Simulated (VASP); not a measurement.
Input:

```
AgTl3
1.0
    4.64797     0.00000     0.00000
    0.00000     4.64797     0.00000
    0.00000     0.00000     4.64797
Tl Ag
3 1
Direct
  0.00000   0.50000   0.50000
  0.50000   0.00000   0.50000
  0.50000   0.50000   0.00000
  0.00000   0.00000   0.00000
```

All values below come from PBEsol GGA with spin-orbit coupling, VASP's PBE PAW potentials (set 64) (plane waves; VASP 6.6.1). Run with 400 eV cut-off, 6×6×6 Γ-centred mesh, Gaussian smearing of 0.050 eV, potentials Tl_d Ag.

Estimate the energy per atom (σ→0), band gap (over mesh and band path) with the smallest direct gap where there is one.

The band gap (over mesh and band path) comes out as none (metal, semimetal or under 0.01 eV) and the energy per atom (σ→0) comes out as -2893 meV/atom.

Total energies compare only between runs with the same potentials, cut-off and functional.

The structure comes from a computed database's Tl3Ag entry (Pm-3m); how it stands against other phases isn't given here. It was relaxed first, which changed the volume by -10 %.
